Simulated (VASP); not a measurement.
Here is the system:

```
Os
1.0
    1.39230    -2.41153     0.00000
    1.39230     2.41153     0.00000
    0.00000     0.00000     4.40640
Os
2
Direct
  0.33333   0.66667   0.25000
  0.66667   0.33333   0.75000
```

Level of theory: PBE GGA, VASP's PBE PAW potentials (set 64) (plane waves; VASP). Settings: 650 eV cut-off, 14×14×8 Γ-centred mesh, first-order Methfessel-Paxton smearing of 0.10 eV, potentials Os.

**Question.** Give the stress tensor in GPa (positive for a compressed cell).

**Answer.** 
```
-12.23    0.00    0.00
  0.00  -12.23    0.00
  0.00    0.00  -15.30
```
The pressure is its mean diagonal, -13.25 GPa.

The compound is Os in the hcp structure. The cell was not relaxed at this level. The run is one of a series of settings (ENCUT = 650 against the base run), some of them coarse on purpose.
